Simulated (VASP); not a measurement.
Output of a VASP run:

OSZICAR:
```
       N       E                     dE             d eps       ncg     rms          rms(c)
DAV:   1     0.115736307789E+03    0.11574E+03   -0.85078E+03   520   0.150E+03
DAV:   2     0.776565582891E+00   -0.11496E+03   -0.11159E+03   535   0.333E+02
DAV:   3    -0.787379201374E+01   -0.86504E+01   -0.85994E+01   690   0.946E+01
DAV:   4    -0.810666797808E+01   -0.23288E+00   -0.23274E+00   614   0.171E+01
DAV:   5    -0.811857610628E+01   -0.11908E-01   -0.11908E-01   784   0.349E+00    0.540E+00
DAV:   6    -0.775736548532E+01    0.36121E+00   -0.71841E-01   752   0.140E+01    0.344E+00
DAV:   7    -0.774336310835E+01    0.14002E-01   -0.19496E-01   752   0.348E+00    0.133E+00
DAV:   8    -0.774858903872E+01   -0.52259E-02   -0.17875E-02   615   0.188E+00    0.290E-01
DAV:   9    -0.775044597300E+01   -0.18569E-02   -0.33053E-03   625   0.737E-01    0.193E-01
DAV:  10    -0.775062060381E+01   -0.17463E-03   -0.25323E-04   672   0.148E-01    0.122E-01
DAV:  11    -0.775087195146E+01   -0.25135E-03   -0.32784E-04   565   0.110E-01    0.204E-02
DAV:  12    -0.775090590754E+01   -0.33956E-04   -0.75593E-05   655   0.107E-01    0.220E-02
DAV:  13    -0.775090846851E+01   -0.25610E-05   -0.59048E-06   565   0.192E-02    0.156E-02
DAV:  14    -0.775091003875E+01   -0.15702E-05   -0.32387E-06   600   0.129E-02    0.351E-03
DAV:  15    -0.775091001009E+01    0.28653E-07   -0.90121E-08   380   0.282E-03
   1 F= -.77509100E+01 E0= -.77509100E+01  d E =-.775091E+01
```

**OUTCAR**
```
------------------------ aborting loop because EDIFF is reached ----------------------------------------
  FORCE on cell =-STRESS in cart. coord.  units (eV):
  Direction    XX          YY          ZZ          XY          YZ          ZX
  --------------------------------------------------------------------------------------
  Total        0.0036301      0.0036301      0.0036301     -0.0000000      0.0000000      0.0000000
  in kB        0.1069098      0.1069098      0.1069098     -0.0000000      0.0000000      0.0000000
  external PRESSURE =       0.1069098 kB  Pullay stress =       0.0000000 kB
  volume of cell :       54.40
      direct lattice vectors                 reciprocal lattice vectors
     0.000000000  3.007420877  3.007420877    -0.166255413  0.166255413  0.166255413
     3.007420877  0.000000000  3.007420877     0.166255413 -0.166255413  0.166255413
     3.007420877  3.007420877  0.000000000     0.166255413  0.166255413 -0.166255413
  FREE ENERGIE OF THE ION-ELECTRON SYSTEM (eV)
  ---------------------------------------------------
  free  energy   TOTEN  =        -7.7509100101 eV

  energy  without entropy=       -7.7509100101  energy(sigma->0) =       -7.75091001

 reached required accuracy - stopping structural energy minimisation
```
(Selected blocks of OUTCAR.)

**POSCAR**
```
InP
1
    0.0000000000     3.0074208767     3.0074208767
    3.0074208767     0.0000000000     3.0074208767
    3.0074208767     3.0074208767     0.0000000000
In P
1 1
Direct
  0.0000000000   0.0000000000   0.0000000000
  0.2500000000   0.2500000000   0.2500000000
```

Q: Write an INCAR and KPOINTS that could have produced this output.

A: This is not unique; one that fits is the input of the run itself, RPBE GGA, plane waves, VASP's PBE PAW potentials (set 64).

KPOINTS:
```
Automatic mesh
0
Gamma
7 7 7
0 0 0
```

### INCAR
```
SYSTEM = InP
PREC = Accurate
ENCUT = 520
EDIFF = 1E-6
NELM = 100
ALGO = Normal
LREAL = .FALSE.
LASPH = .TRUE.
ISMEAR = 0
SIGMA = 0.05
GGA = RP
LMAXMIX = 4
LWAVE = .FALSE.
LCHARG = .FALSE.
IBRION = 2
ISIF = 3
NSW = 60
EDIFFG = -0.01
```

POTCAR, in this order: In_d P (PBE.64 set). Program: vasp_std.

The compound is InP in the zinc blende structure. It was relaxed first, which changed the volume by +8 %. The start is the result of an earlier pass.
